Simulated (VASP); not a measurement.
An input for Ansatz (written as the equivalent of a VASP run, and not itself run):

Ansatz 0.2 input:
```yaml
crystal:
  lattice:
    - [1.9839964, -3.4363826, 0.0000000]
    - [1.9839964, 3.4363826, 0.0000000]
    - [0.0000000, 0.0000000, 5.1297461]
  atoms:
    - { symbol: Se, position: [1.0000000, 0.2550090, 0.6666670] }
    - { symbol: Se, position: [0.7449910, 0.7449910, 1.0000000] }
    - { symbol: Se, position: [0.2550090, 1.0000000, 0.3333330] }
kpoints:
  mp_grid: { grid: [6, 6, 4] }
hamiltonian:
  xc: pbesol
  pseudopotentials: { kind: paw }
scf:
  occupations: { method: gaussian, width: 0.05 }
  max_iter: 100
relax:
  max_steps: 40
  f_tol: 0.01
  cell: { p_target: 1 }
output: { forces: true, stress: true, eigenvalues: true }
```

### Question
Translate this input to VASP (INCAR, KPOINTS, POSCAR, choice of POTCAR).

### Answer
One answer among several that fit: 
INCAR:
```
SYSTEM = Se
PREC = Accurate; ENCUT = 480; LREAL = F
LASPH = T
EDIFF = 1E-7; NELM = 100; ALGO = Normal
LMAXMIX = 4
ISMEAR = 0; SIGMA = 0.05
GGA = PS
IBRION = 2; NSW = 40; ISIF = 3
EDIFFG = -0.01; PSTRESS = 10
LWAVE = F; LCHARG = F
```

KPOINTS:
```
Automatic
0
G
6 6 4
```

POSCAR:
```
Se
1
    1.9839964128    -3.4363825769     0.0000000000
    1.9839964128     3.4363825769    -0.0000000000
    0.0000000000    -0.0000000000     5.1297460681
Se
3
Direct
  1.0000000000   0.2550090300   0.6666670000
  0.7449909700   0.7449909700   1.0000000000
  0.2550090300   1.0000000000   0.3333330000
```

POTCAR, in this order: Se (PBE.64 set). Program: vasp_std.

The two are equivalent in intent, not identical: each code has its own PAW files, so the cut-off isn't converted (ENCUT is set for VASP's; basis.ecutwfc is left out, and Ansatz then takes the one that its files recommend); Ansatz stops its SCF on the density residual and VASP on the energy change (EDIFF).

The compound is Se in the trig structure. It was relaxed first under an external pressure of 1 GPa.
